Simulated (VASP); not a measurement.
Given:

```yaml
crystal:
  lattice:
    - [1.86150, -3.22421, 0.00000]
    - [1.86150, 3.22421, 0.00000]
    - [0.00000, 0.00000, 5.84460]
  atoms:
    - { symbol: Y, position: [0.33333, 0.66667, 0.25000] }
    - { symbol: Y, position: [0.66667, 0.33333, 0.75000] }
```

The numbers are results of PBE GGA, VASP's PBE PAW potentials (set 64) (plane waves; VASP 6.6.1), not measurements. Numerical set-up: 350 eV cut-off, 10×10×6 Γ-centred mesh, first-order Methfessel-Paxton smearing of 0.10 eV, potentials Y_sv.

Question: Give the stress tensor in GPa (positive for a compressed cell).

Answer: 
```
-2.31   0.00   0.00
 0.00  -2.31   0.00
 0.00   0.00  -3.21
```
The pressure is its mean diagonal, -2.61 GPa.

The compound is Y in the hcp structure. The cell was not relaxed at this level. The run is one of a series of settings (ENCUT = 350 against the base run), some of them coarse on purpose.
